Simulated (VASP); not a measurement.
Data:

```yaml
crystal:
  lattice:
    - [0.00000, 2.09211, 2.09211]
    - [2.09211, 0.00000, 2.09211]
    - [2.09211, 2.09211, 0.00000]
  atoms:
    - { symbol: Au, position: [0.00000, 0.00000, 0.00000] }
```

Level of theory: PBE GGA, VASP's PBE PAW potentials (set 64) (plane waves; VASP). Run with 300 eV cut-off, 18×18×18 Γ-centred mesh, Fermi-Dirac smearing of 0.10 eV, potentials Au.

At this cut-off the stress carries a Pulay error, which pulls relaxed volumes low.

### Question
Give the stress tensor in GPa (positive for a compressed cell).

### Answer

```
-3.34   0.00   0.00
 0.00  -3.34   0.00
 0.00   0.00  -3.34
```
The pressure is its mean diagonal, -3.34 GPa.

The structure comes from a computed database's Au entry; how it stands against other phases isn't given here. The cell was not relaxed at this level.
